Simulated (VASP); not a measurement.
Output of a VASP run:

**OUTCAR**
```
 ion  position               nearest neighbor table
   1  0.222  0.111  0.250-  50 2.00  46 2.00  38 2.00  37 2.02
   2  0.111  0.222  0.000-  43 2.00  62 2.00  39 2.00  38 2.02
   3  0.222  0.111  0.750-  52 2.00  48 2.00  40 2.00  39 2.02
   4  0.111  0.222  0.500-  41 2.00  60 2.00  37 2.00  40 2.02
   5  0.222  0.444  0.250-  38 2.00  53 2.00  42 2.00  41 2.02
   6  0.111  0.556  0.000-  47 2.00  66 2.00  43 2.00  42 2.02
   7  0.222  0.444  0.750-  40 2.00  55 2.00  44 2.00  43 2.02
   8  0.111  0.556  0.500-  45 2.00  64 2.00  41 2.00  44 2.02
   9  0.222  0.778  0.250-  42 2.00  57 2.00  46 2.00  45 2.02
  10  0.111  0.889  0.000-  39 2.00  70 2.00  47 2.00  46 2.02
  11  0.222  0.778  0.750-  44 2.00  59 2.00  48 2.00  47 2.02
  12  0.111  0.889  0.500-  37 2.00  68 2.00  45 2.00  48 2.02
  13  0.556  0.111  0.250-  61 2.00  57 2.00  50 2.00  49 2.02
  14  0.444  0.222  0.000-  39 2.00  54 2.00  51 2.00  50 2.02
  15  0.556  0.111  0.750-  63 2.00  59 2.00  52 2.00  51 2.02
  16  0.442  0.220  0.497-  37 1.97  49 1.99  52 2.05
  17  0.555  0.439  0.246-  50 1.94  65 2.00  53 2.03
  18  0.444  0.556  0.000-  43 2.00  58 2.00  54 2.00  53 2.02
  19  0.556  0.444  0.750-  52 2.00  67 2.00  55 2.00  54 2.02
  20  0.440  0.550  0.503-  41 1.97  55 1.99  56 2.05
  21  0.556  0.778  0.250-  69 2.00  53 2.00  57 2.00  56 2.02
  22  0.444  0.889  0.000-  47 2.00  51 2.00  58 2.00  57 2.02
  23  0.556  0.778  0.750-  71 2.00  55 2.00  59 2.00  58 2.02
  24  0.444  0.889  0.500-  45 2.00  49 2.00  56 2.00  59 2.02
  25  0.889  0.111  0.250-  38 2.00  69 2.00  61 2.00  60 2.02
  26  0.778  0.222  0.000-  51 2.00  66 2.00  62 2.00  61 2.02
  27  0.889  0.111  0.750-  40 2.00  71 2.00  63 2.00  62 2.02
  28  0.778  0.222  0.500-  49 2.00  64 2.00  60 2.00  63 2.02
  29  0.889  0.444  0.250-  61 2.00  42 2.00  65 2.00  64 2.02
  30  0.778  0.556  0.000-  70 2.00  54 2.00  66 2.00  65 2.02
  31  0.889  0.444  0.750-  63 2.00  44 2.00  67 2.00  66 2.02
  32  0.776  0.554  0.504-  67 1.98  64 2.01  68 2.03
  33  0.889  0.778  0.250-  65 2.00  46 2.00  69 2.00  68 2.02
  34  0.778  0.889  0.000-  58 2.00  62 2.00  70 2.00  69 2.02
  35  0.889  0.778  0.750-  67 2.00  48 2.00  71 2.00  70 2.02
  36  0.778  0.889  0.500-  56 2.00  60 2.00  68 2.00  71 2.02
  37  0.222  0.111  0.441-  16 1.97  12 2.00   4 2.00   1 2.02
  38  0.111  0.222  0.191-   5 2.00  25 2.00   1 2.00   2 2.02
  39  0.222  0.111  0.941-  14 2.00  10 2.00   2 2.00   3 2.02
  40  0.111  0.222  0.691-   7 2.00  27 2.00   3 2.00   4 2.02
  41  0.222  0.444  0.441-  20 1.97   4 2.00   8 2.00   5 2.02
  42  0.111  0.556  0.191-   9 2.00  29 2.00   5 2.00   6 2.02
  43  0.222  0.444  0.941-   2 2.00  18 2.00   6 2.00   7 2.02
  44  0.111  0.556  0.691-  11 2.00  31 2.00   7 2.00   8 2.02
  45  0.222  0.778  0.441-   8 2.00  24 2.00  12 2.00   9 2.02
  46  0.111  0.889  0.191-   1 2.00  33 2.00   9 2.00  10 2.02
  47  0.222  0.778  0.941-   6 2.00  22 2.00  10 2.00  11 2.02
  48  0.111  0.889  0.691-   3 2.00  35 2.00  11 2.00  12 2.02
  49  0.556  0.111  0.441-  16 1.99  28 2.00  24 2.00  13 2.02
  50  0.444  0.222  0.191-  17 1.94   1 2.00  13 2.00  14 2.02
  51  0.556  0.111  0.941-  26 2.00  22 2.00  14 2.00  15 2.02
  52  0.444  0.222  0.691-   3 2.00  19 2.00  15 2.00  16 2.05
  53  0.444  0.556  0.191-   5 2.00  21 2.00  18 2.02  17 2.03
  54  0.556  0.444  0.941-  14 2.00  30 2.00  18 2.00  19 2.02
  55  0.444  0.556  0.691-  20 1.99   7 2.00  23 2.00  19 2.00
  56  0.556  0.778  0.441-  36 2.00  24 2.00  21 2.02  20 2.05
  57  0.444  0.889  0.191-   9 2.00  13 2.00  21 2.00  22 2.02
  58  0.556  0.778  0.941-  34 2.00  18 2.00  22 2.00  23 2.02
  59  0.444  0.889  0.691-  11 2.00  15 2.00  23 2.00  24 2.02
  60  0.889  0.111  0.441-   4 2.00  36 2.00  28 2.00  25 2.02
  61  0.778  0.222  0.191-  13 2.00  29 2.00  25 2.00  26 2.02
  62  0.889  0.111  0.941-   2 2.00  34 2.00  26 2.00  27 2.02
  63  0.778  0.222  0.691-  15 2.00  31 2.00  27 2.00  28 2.02
  64  0.889  0.444  0.441-  28 2.00   8 2.00  32 2.01  29 2.02
  65  0.778  0.556  0.191-  17 2.00  33 2.00  29 2.00  30 2.02
  66  0.889  0.444  0.941-  26 2.00   6 2.00  30 2.00  31 2.02
  67  0.778  0.556  0.691-  32 1.98  35 2.00  19 2.00  31 2.00
  68  0.889  0.778  0.441-  12 2.00  36 2.00  33 2.02  32 2.03
  69  0.778  0.889  0.191-  21 2.00  25 2.00  33 2.00  34 2.02
  70  0.889  0.778  0.941-  30 2.00  10 2.00  34 2.00  35 2.02
  71  0.778  0.889  0.691-  23 2.00  27 2.00  35 2.00  36 2.02
 Subroutine IBZKPT returns following result:
 Found      1 irreducible k-points:

 Following reciprocal coordinates:
            Coordinates               Weight
  0.000000  0.000000  0.000000      1.000000
   k-points           NKPTS =      1   k-points in BZ     NKDIM =      1   number of bands    NBANDS=    386
   number of dos      NEDOS =    301   number of ions     NIONS =     71
...
```

**OSZICAR**
```
...
DAV:   1    -0.307920806687E+03    0.28063E-02   -0.65351E+00   816   0.486E+00    0.375E-01
RMM:   2    -0.307930429345E+03   -0.96227E-02   -0.10482E-01   772   0.671E-01    0.251E-01
RMM:   3    -0.307930910571E+03   -0.48123E-03   -0.12749E-02   772   0.245E-01    0.129E-01
RMM:   4    -0.307930845751E+03    0.64820E-04   -0.13792E-03   778   0.868E-02    0.100E-01
RMM:   5    -0.307930779630E+03    0.66121E-04   -0.40857E-04   772   0.459E-02    0.350E-02
RMM:   6    -0.307930788834E+03   -0.92046E-05   -0.11844E-04   709   0.200E-02    0.235E-02
RMM:   7    -0.307930785163E+03    0.36711E-05   -0.26565E-05   500   0.106E-02
  10 F= -.30793079E+03 E0= -.30793079E+03  d E =-.716862E-02
       N       E                     dE             d eps       ncg     rms          rms(c)
DAV:   1    -0.307929224923E+03    0.15639E-02   -0.16174E+00   848   0.242E+00    0.181E-01
RMM:   2    -0.307931606567E+03   -0.23816E-02   -0.25906E-02   772   0.333E-01    0.124E-01
RMM:   3    -0.307931721176E+03   -0.11461E-03   -0.31438E-03   772   0.122E-01    0.659E-02
RMM:   4    -0.307931701707E+03    0.19470E-04   -0.33950E-04   772   0.427E-02    0.514E-02
RMM:   5    -0.307931683819E+03    0.17888E-04   -0.10712E-04   708   0.232E-02    0.180E-02
RMM:   6    -0.307931686280E+03   -0.24613E-05   -0.30460E-05   519   0.102E-02
  11 F= -.30793169E+03 E0= -.30793169E+03  d E =-.806974E-02
       N       E                     dE             d eps       ncg     rms          rms(c)
DAV:   1    -0.307928155110E+03    0.35287E-02   -0.71827E+00   808   0.497E+00    0.339E-01
RMM:   2    -0.307936608742E+03   -0.84536E-02   -0.90841E-02   772   0.620E-01    0.205E-01
RMM:   3    -0.307937071551E+03   -0.46281E-03   -0.10911E-02   772   0.225E-01    0.113E-01
RMM:   4    -0.307937039270E+03    0.32281E-04   -0.11698E-03   778   0.790E-02    0.802E-02
RMM:   5    -0.307937001760E+03    0.37510E-04   -0.31652E-04   771   0.412E-02    0.255E-02
RMM:   6    -0.307937010566E+03   -0.88064E-05   -0.86931E-05   691   0.174E-02
  12 F= -.30793701E+03 E0= -.30793701E+03  d E =-.532429E-02
       N       E                     dE             d eps       ncg     rms          rms(c)
DAV:   1    -0.307931503662E+03    0.54981E-02   -0.53277E+00   792   0.428E+00    0.296E-01
RMM:   2    -0.307937859203E+03   -0.63555E-02   -0.68279E-02   772   0.538E-01    0.178E-01
RMM:   3    -0.307938233120E+03   -0.37392E-03   -0.83622E-03   772   0.196E-01    0.988E-02
RMM:   4    -0.307938211405E+03    0.21715E-04   -0.87778E-04   777   0.683E-02    0.709E-02
RMM:   5    -0.307938182954E+03    0.28451E-04   -0.24347E-04   769   0.361E-02    0.225E-02
RMM:   6    -0.307938189797E+03   -0.68423E-05   -0.66358E-05   647   0.154E-02
  13 F= -.30793819E+03 E0= -.30793819E+03  d E =-.650352E-02
       N       E                     dE             d eps       ncg     rms          rms(c)
DAV:   1    -0.307932977477E+03    0.52055E-02   -0.66814E+00   800   0.483E+00    0.320E-01
RMM:   2    -0.307940731037E+03   -0.77536E-02   -0.83063E-02   772   0.594E-01    0.195E-01
RMM:   3    -0.307941189767E+03   -0.45873E-03   -0.10171E-02   772   0.215E-01    0.109E-01
RMM:   4    -0.307941162216E+03    0.27551E-04   -0.10999E-03   776   0.769E-02    0.768E-02
RMM:   5    -0.307941126520E+03    0.35696E-04   -0.30676E-04   772   0.400E-02    0.251E-02
RMM:   6    -0.307941134562E+03   -0.80419E-05   -0.78877E-05   676   0.173E-02
  14 F= -.30794113E+03 E0= -.30794113E+03  d E =-.294477E-02
```

OUTCAR:
```
------------------------ aborting loop because EDIFF is reached ----------------------------------------
  FORCE on cell =-STRESS in cart. coord.  units (eV):
  Direction    XX          YY          ZZ          XY          YZ          ZX
  --------------------------------------------------------------------------------------
  Total      -10.1755578     -9.7537788    -10.8802034     -0.0161092      0.0000959     -0.0200471
  in kB      -18.2765348    -17.5189686    -19.5421637     -0.0289342      0.0001722     -0.0360070
  external PRESSURE =     -18.4458890 kB  Pullay stress =       0.0000000 kB
  volume of cell :      892.02
      direct lattice vectors                 reciprocal lattice vectors
     4.932320690 -8.543031394  0.000000000     0.101372160 -0.058527234  0.000000000
     4.932320690  8.543031394  0.000000000     0.101372160  0.058527234  0.000000000
     0.000000000  0.000000000 10.584775396     0.000000000  0.000000000  0.094475316
  FREE ENERGIE OF THE ION-ELECTRON SYSTEM (eV)
  ---------------------------------------------------
  free  energy   TOTEN  =      -307.9411345621 eV

  energy  without entropy=     -307.9411345621  energy(sigma->0) =     -307.94113456

 reached required accuracy - stopping structural energy minimisation
```
(Selected blocks of OUTCAR.)

### POSCAR
```
Zn36O35
1
    4.9323206900    -8.5430313936     0.0000000000
    4.9323206900     8.5430313936     0.0000000000
    0.0000000000     0.0000000000    10.5847753959
Zn O
36 35
Direct
  0.2222220000   0.1111110000   0.2500000000
  0.1111110000   0.2222220000   0.0000000000
  0.2222220000   0.1111110000   0.7500000000
  0.1111110000   0.2222220000   0.5000000000
  0.2222220000   0.4444440000   0.2500000000
  0.1111110000   0.5555560000   0.0000000000
  0.2222220000   0.4444440000   0.7500000000
  0.1111110000   0.5555560000   0.5000000000
  0.2222220000   0.7777780000   0.2500000000
  0.1111110000   0.8888890000   0.0000000000
  0.2222220000   0.7777780000   0.7500000000
  0.1111110000   0.8888890000   0.5000000000
  0.5555560000   0.1111110000   0.2500000000
  0.4444440000   0.2222220000   0.0000000000
  0.5555560000   0.1111110000   0.7500000000
  0.4422210000   0.2200640000   0.4968840000
  0.5546040000   0.4385200000   0.2463620000
  0.4444440000   0.5555560000   0.0000000000
  0.5555560000   0.4444440000   0.7500000000
  0.4396450000   0.5502230000   0.5034520000
  0.5555560000   0.7777780000   0.2500000000
  0.4444440000   0.8888890000   0.0000000000
  0.5555560000   0.7777780000   0.7500000000
  0.4444440000   0.8888890000   0.5000000000
  0.8888890000   0.1111110000   0.2500000000
  0.7777780000   0.2222220000   0.0000000000
  0.8888890000   0.1111110000   0.7500000000
  0.7777780000   0.2222220000   0.5000000000
  0.8888890000   0.4444440000   0.2500000000
  0.7777780000   0.5555560000   0.0000000000
  0.8888890000   0.4444440000   0.7500000000
  0.7760680000   0.5537430000   0.5038050000
  0.8888890000   0.7777780000   0.2500000000
  0.7777780000   0.8888890000   0.0000000000
  0.8888890000   0.7777780000   0.7500000000
  0.7777780000   0.8888890000   0.5000000000
  0.2222220000   0.1111110000   0.4410000000
  0.1111110000   0.2222220000   0.1910000000
  0.2222220000   0.1111110000   0.9410000000
  0.1111110000   0.2222220000   0.6910000000
  0.2222220000   0.4444440000   0.4410000000
  0.1111110000   0.5555560000   0.1910000000
  0.2222220000   0.4444440000   0.9410000000
  0.1111110000   0.5555560000   0.6910000000
  0.2222220000   0.7777780000   0.4410000000
  0.1111110000   0.8888890000   0.1910000000
  0.2222220000   0.7777780000   0.9410000000
  0.1111110000   0.8888890000   0.6910000000
  0.5555560000   0.1111110000   0.4410000000
  0.4444440000   0.2222220000   0.1910000000
  0.5555560000   0.1111110000   0.9410000000
  0.4444440000   0.2222220000   0.6910000000
  0.4444440000   0.5555560000   0.1910000000
  0.5555560000   0.4444440000   0.9410000000
  0.4444440000   0.5555560000   0.6910000000
  0.5555560000   0.7777780000   0.4410000000
  0.4444440000   0.8888890000   0.1910000000
  0.5555560000   0.7777780000   0.9410000000
  0.4444440000   0.8888890000   0.6910000000
  0.8888890000   0.1111110000   0.4410000000
  0.7777780000   0.2222220000   0.1910000000
  0.8888890000   0.1111110000   0.9410000000
  0.7777780000   0.2222220000   0.6910000000
  0.8888890000   0.4444440000   0.4410000000
  0.7777780000   0.5555560000   0.1910000000
  0.8888890000   0.4444440000   0.9410000000
  0.7777780000   0.5555560000   0.6910000000
  0.8888890000   0.7777780000   0.4410000000
  0.7777780000   0.8888890000   0.1910000000
  0.8888890000   0.7777780000   0.9410000000
  0.7777780000   0.8888890000   0.6910000000
```

Q: Write an INCAR and KPOINTS that could have produced this output.

A: One answer among several that fit: the input of the run itself, PBE GGA, plane waves, VASP's PBE PAW potentials (set 64).

### KPOINTS
```
Automatic mesh
0
Gamma
1 1 1
0 0 0
```

### INCAR
```
! general
SYSTEM  = Zn36O35
PREC    = Normal
ENCUT   = 400
LREAL   = Auto
LASPH   = .TRUE.
ISYM    = 0
NELECT  = 644.0

! electronic loop
EDIFF   = 1E-5
NELM    = 100
NELMIN  = 4
ALGO    = Fast
LMAXMIX = 4

! smearing
ISMEAR  = 0
SIGMA   = 0.05

! functional
GGA     = PE

! ions
IBRION  = 2
NSW     = 60
ISIF    = 2
EDIFFG  = -0.03

! output
LWAVE   = .FALSE.
LCHARG  = .FALSE.
```

POTCAR, in this order: Zn O (PBE.64 set). Program: vasp_gam.

At this cut-off the stress carries a Pulay error, which pulls relaxed volumes low. The cell is charged, with a uniform compensating background. The supercell is sampled at Γ alone, which is coarse: total energies, pressure and levels can be off, energies of defects by several tenths of an eV.

The cell is a supercell with a defect, built from ZnO (wurtzite): vac_O, charge -2. The run is not spin-polarised, so no state with unpaired spins was tried.
